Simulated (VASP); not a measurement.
Data:

```
CoGa
1.0
    2.87372     0.00000     0.00000
    0.00000     2.87372     0.00000
    0.00000     0.00000     2.87372
Ga Co
1 1
Direct
  0.50000   0.50000   0.50000
  0.00000   0.00000   0.00000
```

All values below come from optB88-vdW, VASP's PBE PAW potentials (set 64) (plane waves; VASP 6.6.1). Run with 520 eV cut-off, Gaussian smearing of 0.050 eV, potentials Ga_d Co.

Question: Give the energies of bands 6 to 14 at the high-symmetry points, in eV from the Fermi level.

Answer: 
```
band       Γ      X      M      R
----  ------  -----  -----  -----
6     -12.15  -8.05  -6.16  -4.15
7      -2.59  -6.88  -3.11  -4.15
8      -2.59  -2.37  -3.11  -4.15
9      -0.83  -1.84  -2.50  -0.27
10     -0.83  -1.84  -1.31  -0.27
11     -0.83  -0.82  -1.31   0.39
12      5.14   0.05  -0.30   3.93
13      5.14  10.53   2.13   3.93
14      5.14  10.53   3.14   3.93
```

It has no gap at this level: it comes out as a metal or semimetal.

The compound is CoGa in the CsCl type structure. It was relaxed first. The run is not spin-polarised, so no magnetic state was tried.
